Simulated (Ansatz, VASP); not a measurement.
# Sc in two plane-wave programs

One calculation is typed for both programs; each brings its own data sets. How far apart do they land? The cell is taken from a series of runs on this material, whose earlier steps may have relaxed, scaled, displaced or heated it; both programs get it as it stands.

Calculated with Ansatz 0.2.0; plane waves, with VASP 6.6.1 beside it; zone-centre phonons at LDA.

## (1) Starting point

Symmetry: P6_3/mmc, No. 194, hexagonal system. Conventional cell: a = 3.237 Å, b = 3.237 Å, c = 4.932 Å, α = 90.00°, β = 90.00°, γ = 120.00°. Sc has 12 Sc at 3.09 to 3.24 Å nearest.

Coordinates:

```cif
data_structure
_symmetry_space_group_name_H-M 'P6_3/mmc'
_symmetry_Int_Tables_number 194
_cell_length_a 3.2374
_cell_length_b 3.2374
_cell_length_c 4.9324
_cell_angle_alpha 90.000
_cell_angle_beta 90.000
_cell_angle_gamma 120.000
_cell_volume 44.77
loop_
_atom_site_label
_atom_site_type_symbol
_atom_site_symmetry_multiplicity
_atom_site_Wyckoff_symbol
_atom_site_fract_x
_atom_site_fract_y
_atom_site_fract_z
_atom_site_occupancy
Sc1 Sc 2 c 0.33333 0.66667 0.25000 1
```

## (2) VASP: zone-centre phonons, LDA, pair 1

Second derivatives magnify differences that forces hide, and they need a tight electronic threshold.

Lines of VASP's logs that name or quote its potential files are left out, and so is its time.

Input file INCAR:

```
SYSTEM = Sc
PREC = Accurate
ENCUT = 500
EDIFF = 1E-08
NELM = 120
ISMEAR = 1
SIGMA = 0.2
LREAL = .FALSE.
ALGO = Normal
GGA = CA
NBANDS = 17
LASPH = .TRUE.
LORBIT = 11
LWAVE = .FALSE.
LCHARG = .FALSE.
ISIF = 2
IBRION = 8
GGA_COMPAT = .FALSE.
KPAR = 2
```

Input file POSCAR:

```
Sc
1.0
    3.2373950677      0.0000000000      0.0000000000
   -1.6186975339      2.8036663707      0.0000000000
    0.0000000000      0.0000000000      4.9324229519
Sc
2
Direct
    0.3333333063      0.6666666937      0.2500000000
    0.6666666937      0.3333333063      0.7500000000
```

Input file KPOINTS:

```
Automatic mesh
0
Gamma
15 15 8
0 0 0
```

Potentials, in the order of the species: Sc_sv (LDA family, release 64).

Started as:

```bash
$ mpirun -np 2 vasp_std
```

Numbers of over 12 decimals in the logs are rounded to 6 here.

What it wrote:

```text
[banner, memory and clock lines left out]
running    2 mpi-ranks, on    1 nodes
 distrk:  each k-point on    1 cores,    2 groups
 distr:  one band on    1 cores,    1 groups

 POSCAR found type information on POSCAR Sc
 POSCAR found :  1 types and       2 ions
 LDA part: xc-table for (Slater(with rela. corr.)+CA(PZ))
 , standard interpolation
 POSCAR, INCAR and KPOINTS ok, starting setup
 FFT: planning ... GRIDC
 FFT: planning ... GRID_SOFT
 FFT: planning ... GRID
 WAVECAR not read
 entering main loop
       N       E                     dE             d eps       ncg     rms          rms(c)
DAV:   1     0.357098065632E+03    0.35710E+03   -0.10750E+04  4598   0.140E+03
DAV:   2     0.518035122672E+01   -0.35192E+03   -0.34554E+03  6038   0.589E+02
DAV:   3    -0.144293173111E+02   -0.19610E+02   -0.18832E+02  7707   0.176E+02
DAV:   4    -0.147223444471E+02   -0.29303E+00   -0.29098E+00  6641   0.195E+01
DAV:   5    -0.147266461074E+02   -0.43017E-02   -0.42981E-02  7844   0.260E+00    0.839E+00
DAV:   6    -0.136191680269E+02    0.11075E+01   -0.24679E+00  5980   0.195E+01    0.255E+00
DAV:   7    -0.134615082746E+02    0.15766E+00   -0.59766E-01  6219   0.868E+00    0.733E-01
DAV:   8    -0.134480245422E+02    0.13484E-01   -0.24611E-02  6615   0.224E+00    0.207E-01
DAV:   9    -0.134472908245E+02    0.73372E-03   -0.46185E-03  6543   0.778E-01    0.195E-02
DAV:  10    -0.134473127933E+02   -0.21969E-04   -0.82640E-05  7383   0.137E-01    0.387E-03
DAV:  11    -0.134473134068E+02   -0.61355E-06   -0.13626E-06  7135   0.131E-02    0.998E-04
DAV:  12    -0.134473134080E+02   -0.11537E-08   -0.10749E-07  6875   0.417E-03    0.577E-04
DAV:  13    -0.134473133968E+02    0.11176E-07   -0.93173E-09  4212   0.108E-03    0.821E-05
DAV:  14    -0.134473133972E+02   -0.33560E-09   -0.14604E-09  3904   0.820E-04
   1 F= -.13447313E+02 E0= -.13446841E+02  d E =-.141584E-02
 Linear response reoptimize wavefunctions to high precision
DAV:   1    -0.134473133973E+02   -0.10095E-09   -0.66497E-10  3943   0.505E-04
DAV:   2    -0.134473133973E+02   -0.25921E-10   -0.30681E-10  3614   0.388E-04
 Linear response DOF=           2
 Linear response progress:
  Degree of freedom:   1/  2
       N       E                     dE             d eps       ncg     rms          rms(c)
RMM:   1    -0.723177361741E+00   -0.72318E+00   -0.10053E+02 19359   0.294E+02
RMM:   2    -0.723377436381E+00   -0.20007E-03   -0.19563E-01 31269   0.535E+00    0.109E-01
RMM:   3    -0.724418231173E+00   -0.10408E-02   -0.91691E-03 33124   0.103E+00    0.401E-02
RMM:   4    -0.723540534297E+00    0.87770E-03   -0.12151E-03 40206   0.287E-01    0.194E-02
RMM:   5    -0.723308274415E+00    0.23226E-03   -0.12019E-04 40589   0.957E-02    0.823E-03
RMM:   6    -0.723321090499E+00   -0.12816E-04   -0.16914E-05 37964   0.356E-02    0.576E-03
RMM:   7    -0.723357578751E+00   -0.36488E-04   -0.72718E-06 39781   0.206E-02    0.321E-03
RMM:   8    -0.723447539210E+00   -0.89960E-04   -0.64328E-06 38262   0.128E-02    0.371E-04
RMM:   9    -0.723440801669E+00    0.67375E-05   -0.74171E-06 40245   0.105E-02    0.102E-04
RMM:  10    -0.723440335027E+00    0.46664E-06   -0.63251E-06 38397   0.102E-02    0.514E-05
RMM:  11    -0.723440408313E+00   -0.73287E-07   -0.52582E-06 40242   0.979E-03    0.267E-05
RMM:  12    -0.723441146722E+00   -0.73841E-06   -0.39396E-06 40174   0.979E-03    0.233E-05
RMM:  13    -0.723441245252E+00   -0.98530E-07   -0.30786E-06 41631   0.965E-03    0.683E-06
RMM:  14    -0.723441324957E+00   -0.79706E-07   -0.22549E-06 41920   0.969E-03    0.805E-06
RMM:  15    -0.723441256356E+00    0.68602E-07   -0.18912E-06 43221   0.962E-03    0.478E-06
RMM:  16    -0.723441343843E+00   -0.87487E-07   -0.14262E-06 43507   0.966E-03    0.215E-06
RMM:  17    -0.723441327674E+00    0.16169E-07   -0.11684E-06 44601   0.963E-03    0.290E-06
RMM:  18    -0.723441327235E+00    0.43948E-09   -0.10324E-06 45109   0.966E-03    0.299E-06
RMM:  19    -0.723441324209E+00    0.30258E-08   -0.85956E-07 45909   0.965E-03    0.436E-06
RMM:  20    -0.723441321280E+00    0.29284E-08   -0.78993E-07 46406   0.966E-03    0.539E-06
RMM:  21    -0.723441322242E+00   -0.96117E-09   -0.65489E-07 47030   0.966E-03    0.518E-06
RMM:  22    -0.723441322876E+00   -0.63404E-09   -0.66495E-07 47437   0.967E-03    0.564E-06
RMM:  23    -0.723441321744E+00    0.11319E-08   -0.61549E-07 47805   0.967E-03    0.570E-06
 first order change of Fermi-energy   0.10532E-04
 force on displaced ion       1 direction 1 :  -1.654  -0.000   0.000
 Linear response progress:
  Degree of freedom:   2/  2
       N       E                     dE             d eps       ncg     rms          rms(c)
RMM:   1    -0.788226999874E+00   -0.78823E+00   -0.10151E+02  6620   0.297E+02
RMM:   2    -0.789700331351E+00   -0.14733E-02   -0.20675E-01 10613   0.542E+00    0.132E-01
RMM:   3    -0.791833854225E+00   -0.21335E-02   -0.77502E-03 11108   0.101E+00    0.465E-02
RMM:   4    -0.790888706640E+00    0.94515E-03   -0.13967E-03 13359   0.299E-01    0.171E-02
RMM:   5    -0.790668254548E+00    0.22045E-03   -0.13793E-04 13456   0.822E-02    0.112E-02
RMM:   6    -0.790614233359E+00    0.54021E-04   -0.21691E-05 12210   0.364E-02    0.570E-03
RMM:   7    -0.790610808116E+00    0.34252E-05   -0.16674E-05 14045   0.219E-02    0.244E-03
RMM:   8    -0.790639084265E+00   -0.28276E-04   -0.95905E-06 12579   0.156E-02    0.513E-04
RMM:   9    -0.790645342172E+00   -0.62579E-05   -0.83360E-06 13793   0.105E-02    0.287E-04
RMM:  10    -0.790652665455E+00   -0.73233E-05   -0.57704E-06 12851   0.100E-02    0.900E-05
RMM:  11    -0.790654865438E+00   -0.22000E-05   -0.38858E-06 13662   0.981E-03    0.385E-05
RMM:  12    -0.790655065840E+00   -0.20040E-06   -0.33845E-06 13298   0.995E-03    0.137E-05
RMM:  13    -0.790655289647E+00   -0.22381E-06   -0.30968E-06 14242   0.986E-03    0.617E-06
RMM:  14    -0.790655246755E+00    0.42892E-07   -0.30652E-06 13948   0.997E-03    0.586E-06
RMM:  15    -0.790655186586E+00    0.60169E-07   -0.26272E-06 14624   0.992E-03    0.336E-06
RMM:  16    -0.790655220801E+00   -0.34215E-07   -0.25875E-06 14660   0.998E-03    0.195E-06
RMM:  17    -0.790655205544E+00    0.15257E-07   -0.23368E-06 15131   0.996E-03    0.181E-06
RMM:  18    -0.790655194186E+00    0.11358E-07   -0.21564E-06 15148   0.999E-03    0.154E-06
RMM:  19    -0.790655167638E+00    0.26548E-07   -0.19744E-06 15470   0.999E-03    0.166E-06
 first order change of Fermi-energy   0.54793E-04
 force on displaced ion       1 direction 3 :  -0.000   0.000  -5.157
 Linear response finished
```

From OUTCAR (step 2):

```text
ion  position               nearest neighbor table
   1  0.333  0.667  0.250-   2 3.09   2 3.09   2 3.09   2 3.09   2 3.09   2 3.09
   2  0.667  0.333  0.750-   1 3.09   1 3.09   1 3.09   1 3.09   1 3.09   1 3.09

  LATTYP: Found a hexagonal cell.
 ALAT       =     3.2373950677
 C/A-ratio  =     1.5235777064

 Subroutine GETGRP returns: Found 24 space group operations
 (whereof 12 operations were pure point group operations)

The static configuration has the point symmetry D_3d.
 The point group associated with its full space group is D_6h.

 Found    135 irreducible k-points:

   k-points           NKPTS =    135   k-points in BZ     NKDIM =    135   number of bands    NBANDS=     17

   dimension x,y,z NGX =    24 NGY =   24 NGZ =   36
   dimension x,y,z NGXF=    48 NGYF=   48 NGZF=   72

   ENCUT  =  500.0 eV  36.75 Ry    6.06 a.u.   5.90  5.90  8.99*2*pi/ulx,y,z

   NELECT =      22.0000    total number of electrons

 k-points in reciprocal lattice and weights: Automatic mesh
   0.00000000  0.00000000  0.00000000       0.001
   0.06666667 -0.00000000  0.00000000       0.003
   0.13333333  0.00000000  0.00000000       0.003
   0.20000000  0.00000000  0.00000000       0.003
   0.26666667  0.00000000  0.00000000       0.003
   0.33333333  0.00000000  0.00000000       0.003
   0.40000000  0.00000000  0.00000000       0.003
   0.46666667 -0.00000000  0.00000000       0.003
   0.06666667  0.06666667  0.00000000       0.003
[...]
0.33333333  0.26666667  0.50000000       0.007
   0.33333333  0.33333333  0.50000000       0.001

 average (electrostatic) potential at core
       1 -46.3667       2 -46.3667

  Total        0.0241702      0.0241702      0.3006638     -0.0000000      0.0000000      0.0000000
  in kB        0.8649842      0.8649842     10.7599279     -0.0000000      0.0000000      0.0000000
  external PRESSURE =       4.1632987 kB  Pullay stress =       0.0000000 kB

  energy-cutoff  :      500.00
  volume of cell :       44.77
      direct lattice vectors                 reciprocal lattice vectors
     3.237395068  0.000000000  0.000000000     0.308890320  0.178337910  0.000000000
    -1.618697534  2.803666371  0.000000000     0.000000000  0.356675819  0.000000000
     0.000000000  0.000000000  4.932422952     0.000000000  0.000000000  0.202740116

 POSITION                                       TOTAL-FORCE (eV/Angst)
 -----------------------------------------------------------------------------------
     -0.00000      1.86911      1.23311        -0.000000      0.000000      0.000000
      1.61870      0.93456      3.69932         0.000000     -0.000000      0.000000
 -----------------------------------------------------------------------------------
    total drift:                               -0.000042      0.000035     -0.000001

 Eigenvectors and eigenvalues of the dynamical matrix
 ----------------------------------------------------

   1 f  =    7.487855 THz    47.047583 2PiTHz  249.767969 cm-1    30.967267 meV
             X         Y         Z           dx          dy          dz
     -0.000000  1.869111  1.233106     0.000000    0.000000    0.707107
      1.618698  0.934555  3.699317     0.000000   -0.000000   -0.707107

   2 f  =    4.240146 THz    26.641623 2PiTHz  141.436044 cm-1    17.535827 meV
             X         Y         Z           dx          dy          dz
     -0.000000  1.869111  1.233106     0.565922   -0.423949   -0.000000
      1.618698  0.934555  3.699317    -0.565922    0.423949   -0.000000

   3 f  =    4.240146 THz    26.641623 2PiTHz  141.436044 cm-1    17.535827 meV
             X         Y         Z           dx          dy          dz
     -0.000000  1.869111  1.233106     0.423949    0.565922    0.000000
      1.618698  0.934555  3.699317    -0.423949   -0.565922    0.000000

   4 f  =    0.000000 THz     0.000000 2PiTHz    0.000001 cm-1     0.000000 meV
             X         Y         Z           dx          dy          dz
     -0.000000  1.869111  1.233106     0.663350   -0.238744    0.054473
      1.618698  0.934555  3.699317     0.663350   -0.238744    0.054473

   5 f/i=    0.000000 THz     0.000000 2PiTHz    0.000001 cm-1     0.000000 meV
             X         Y         Z           dx          dy          dz
     -0.000000  1.869111  1.233106     0.244412    0.635769   -0.189897
      1.618698  0.934555  3.699317     0.244412    0.635769   -0.189897

   6 f/i=    0.000000 THz     0.000001 2PiTHz    0.000003 cm-1     0.000000 meV
             X         Y         Z           dx          dy          dz
     -0.000000  1.869111  1.233106     0.015139    0.196975    0.678949
      1.618698  0.934555  3.699317     0.015139    0.196975    0.678949

 ELASTIC MODULI CONTR FROM IONIC RELAXATION (kBar)
 Direction    XX          YY          ZZ          XY          YZ          ZX
 --------------------------------------------------------------------------------
 XX         -77.4375     77.4375      0.0000      0.0000      0.0000     -0.0000
 YY          77.4375    -77.4375     -0.0000      0.0000     -0.0000      0.0000
 ZZ           0.0000     -0.0000     -0.0000     -0.0000     -0.0000      0.0000
 XY           0.0000      0.0000     -0.0000    -77.4375      0.0000     -0.0000
 YZ           0.0000     -0.0000     -0.0000      0.0000     -0.0000      0.0000
 ZX          -0.0000      0.0000      0.0000     -0.0000      0.0000     -0.0000
 --------------------------------------------------------------------------------
```

## (3) Ansatz: zone-centre phonons, LDA, pair 1

Ansatz runs on its PAW soft_1 files.

The same cell, functional (in two slightly different forms), mesh and smearing now go to Ansatz, which takes its cutoff from its data sets.

Input file input.yaml:

```yaml
crystal:
  lattice:
    - [3.2373950677, 0.0, 0.0]
    - [-1.6186975339, 2.8036663707, 0.0]
    - [0.0, 0.0, 4.9324229519]
  atoms:
    - { symbol: Sc, position: [0.3333333063, 0.6666666937, 0.25] }
    - { symbol: Sc, position: [0.6666666937, 0.3333333063, 0.75] }
kpoints:
  mp_grid: { grid: [15, 15, 8] }
hamiltonian:
  xc: lda
  pseudopotentials: { kind: paw, azcp: { folder: soft_1 }, xc_functional: pbe }
scf:
  occupations: { method: methfessel_paxton, width: 0.2 }
output:
  eigenvalues: true
phonons:
  method: dfpt
```

Started as:

```bash
$ ansatz run input.yaml --threads 4 --pin off --max-ram 10240MiB --backend cpu --events-out ev --progress --plain --runs-dir out
```

What it wrote:

```text
zone centre: on kpoints.mp_grid the ground state, and the responses unless they are solved on pairs of k-points, stand on 320 of the mesh's 1800 k-points, reduced under 4 symmetry operations, with k and −k counted as one. Each operation leaves every solved displacement unchanged or reverses it
Engine: ansatz 0.2.0, x86_64-unknown-linux-gnu
Pseudopotentials: kind: paw
Pseudopotential: Sc, paw, valence charge 11, recommended cutoff 420 eV (normal), soft_1/Sc.paw.azcp
Functional definition: SPW92
  exchange = slater_x
  correlation = pw_c
Crystal: 2 atoms, lattice volume = 44.770 Å³
Basis set: ecut = 420 eV, 905 PW (Γ), exchange–correlation on 48×48×72 points (8 copies of the dense FFT grid, shifted against one another)
Bands: 15, of which v1, the nominal top of the filled ones, is band 11 counted from 1 (10 counted from 0)
Symmetry: 24 space group operations
k-points: 320 of 1800 (irreducible under 4 space group operations, time reversal used)
Non-local potential: Sc, projectors of the file, l = 0: 3, l = 1: 2, l = 2: 3, l = 3: 1
PAW form: soft (Blöchl's): semilocal exchange-correlation on the pseudo side does not see the compensation charge
PAW frozen core: Sc, regenerated for the run's functional, and the local potential with it (the file was generated under x = pbe(κ = 0.804, μ = 0.219515), c = pbe(β = 0.066725))
PAW one-centre angular grid: Sc, 590 points (default); XC on 64 Gauss nodes
Initial density: superposition of atomic densities (chi_scale 0.1, normalization cell)
Initial wavefunctions: pseudopotential atomic-orbital guess
Functional: x = slater, c = lda
SCF iter   1: F=—  HF=-4178.146421 eV  |F-HF|=—  |Δ(HF+E_count)|=         —  Δρ=2.42e-2  dr2=3.12e-1  ethr=3.10e-3  ⟨swp⟩=3.1  Hψ=17617  notcnv=0
preconditioner: auto → none  [metal: Δε(μ)=0.014 eV  Ē_g=2.753 eV  σ=0.200 eV  W_gap=0.06  n_scr=8 (ndim 8)  ℏωp=13.6 eV  f_vac=0.000  D(μ)=3.60/eV (n_scr^D=34)  sad-step TF]
SCF iter   2: F=—  HF=-4178.063873 eV  |F-HF|=—  |Δ(HF+E_count)|=   8.25e-2  S|Δr|=    0.00e0  Δρ=1.33e-2  dr2=1.04e-1  ethr=1.42e-3  ⟨swp⟩=2.0  Hψ=8375  notcnv=0  defer=3
SCF iter   3: F=—  HF=-4178.026629 eV  |F-HF|=—  |Δ(HF+E_count)|=   3.72e-2  S|Δr|=    0.00e0  Δρ=9.38e-4  dr2=2.46e-4  ethr=4.74e-4  ⟨swp⟩=3.0  Hψ=9205  notcnv=0  defer=3
SCF iter   4: F=—  HF=-4178.026870 eV  |F-HF|=—  |Δ(HF+E_count)|=   2.41e-4  S|Δr|=    0.00e0  Δρ=6.97e-5  dr2=1.61e-6  ethr=1.12e-6  ⟨swp⟩=2.2  Hψ=6698  notcnv=0  defer=3
SCF iter   5: F=—  HF=-4178.026870 eV  |F-HF|=—  |Δ(HF+E_count)|=   3.02e-7  S|Δr|=    0.00e0  Δρ=1.59e-5  dr2=9.31e-8  ethr=7.30e-9  ⟨swp⟩=2.0  Hψ=5838  notcnv=0  defer=3
SCF iter   6: F=—  HF=-4178.026870 eV  |F-HF|=—  |Δ(HF+E_count)|=   3.52e-8  S|Δr|=    0.00e0  Δρ=1.80e-6  dr2=8.54e-10  ethr=4.23e-10  ⟨swp⟩=2.9  Hψ=8527  notcnv=0  defer=3
SCF iter   7: F=—  HF=-4178.026870 eV  |F-HF|=—  |Δ(HF+E_count)|=  1.19e-10  S|Δr|=    0.00e0  Δρ=5.29e-7  dr2=1.11e-10  ethr=3.88e-12  ⟨swp⟩=2.0  Hψ=8413  notcnv=0  defer=3
SCF iter   8: F=-4178.026870 eV  HF=-4178.026870 eV  |F-HF|=6.37e-12  |Δ(HF+E_count)|=  3.55e-11  S|Δr|=    0.00e0  Δρ=1.36e-7  dr2=6.92e-12  ethr=1.00e-12  ⟨swp⟩=3.0  Hψ=18986  notcnv=0
the search or the solves at the SCF's close seem to have found levels that the self-consistency loop had missed (the run counts 2). By its estimate they hold under 1e-12 electrons; where the run keeps them, the occupations were computed again with them
SCF 1 converged in 8 iterations: F = -4178.026870 eV  dr2 = 6.92e-12
  greatest PAW one-centre occupation: 0.998 electrons in one spin orbital (limit 2), on the Sc atom at site 1 (counted from 0), in its partial waves of l = 0
DFPT response loops at Γ: preconditioner auto → Kerker (q_TF=auto, 2.424 Å⁻¹) (partly filled bands, converged f_vac=0.000); β = 1.00, the filter's whole step (`scf.mixing.beta` (0.50) is not read by the response loops under this deck's `scf.mixing.preconditioner`; to damp them name `kerker` or `kerker_dos`, under which they read `scf.mixing.beta`, and type it under 1.00, their step now; both keys bind the ground state too); Broyden in place of MSR1
SCF converged after 8 iterations
Stability not checked: this state was not tested for a lower state beside it, because cold or Methfessel-Paxton smearing, or corrected tetrahedra, fill the levels in a way that the test cannot read (fill_not_monotonic; see scf.lower_state_search)
Free energy (F): -4178.026870 eV
Harris-Foulkes:  -4178.026870 eV  (|F-HF|=6.37e-12)
Internal energy: -4178.025357 eV  (E = F + TS)
E sigma→0 (E₀):  -4178.026492 eV
Entropy (-TS):   -0.001513 eV (-0.756 meV/atom)
Fermi energy:    9.960454 eV
--- Per-component energies (eV) ---
  E_band       = -313.472219
  E_kinetic    = 416.039058
  E_local      = -1622.989764  (includes V_loc(G=0)·N_el)
  E_nonlocal   = 293.538238
  E_hartree    = 578.960410
  E_xc         = -169.702487
  E_vxc        = -209.897091  (∫ρ·V_xc dr)
  E_paw        = -1890.079918  (= ΣΔE_a)
  E_vpaw       = -348.083665  (= ΣTr[D̂ρ^β])
  E_aug_tail   = 0.000058  (compensation charges beyond the density's cutoff)
  E_ewald      = -1784.400799
  E_core_change = 0.609846  (= ΣΔE_core)
  E_smearing   = -0.001513  (= −TS)
  E_closure    = 0.000000  (closes the sum)
  Σ components = -4178.026870   (vs F -4178.026870, Δ=0.00e0)
--- Band table (eV; the first three rows and the last of 320) ---
  k-point 0: bands = [... 7 lower, -17.2872, 4.7342, 8.2160, 11.0918, 11.5886, 11.5886, 12.0471, 12.1368]
  k-point 1: bands = [... 7 lower, -17.3129, 4.8539, 8.1166, 10.9653, 11.5096, 11.5096, 11.9643, 12.0504]
  k-point 2: bands = [... 7 lower, -17.3567, 5.2030, 7.7690, 10.7896, 11.4051, 11.4051, 11.7329, 11.8479]
  k-point 319: bands = [... 7 lower, -17.4025, 8.5773, 8.5773, 10.1297, 10.1297, 10.7590, 10.7590, 12.3378]
--- Phonons (Γ-DFPT): 2 representative perturbations + reference, on 320 of 1800 k-points (Σ response iterations 6) ---
  k mesh reduced under 4 symmetry operations, with k and −k counted as one. Each operation leaves every solved displacement unchanged or reverses it
  ASR residual: 9.101e-5 → 0.000e0 eV/Å²; symmetrization residual: 2.581e-10 eV/Å²
  ASR residual per site (eV/Å²): 9.10e-5 9.10e-5
  Γ frequencies (cm⁻¹): 0.00 0.00 0.00 140.71 140.71 248.70
  non-analytic LO–TO correction: not included (Born effective charges unavailable; polar crystals: no LO–TO splitting at Γ)
```

## (4) Differences

Known differences besides the potentials themselves: the two LDA forms differ slightly; the cutoff is 420 eV in Ansatz and 500 eV in VASP; VASP's log shows a relativistic correction to its local exchange, Ansatz's none. Total energies have different zeros and are not compared.

Compared:

```tsv
quantity	Ansatz	VASP	difference
optical mode 1 to 2 (cm⁻¹)	140.7	141.4	-0.51 %
optical mode 3 (cm⁻¹)	248.7	249.8	-0.43 %
```

Modes are paired by rising frequency, not by their patterns, so a pair may set unlike modes beside each other; they are those without the splitting of longitudinal modes.

(Continued in part 2 of 2.)

[Lines on the potential files, build, host, timing and source positions are cut from VASP's logs without a mark.]

[Logs are printed without paths, hosts, clocks, repeated set-up lines and the standing remarks that a program may print on its own settings, such as how far it seeks lower states.]

[Hosts, paths, dates, database ids (printed as entryN), source tags and the programs' standing remarks are cut or masked in the printed files.]
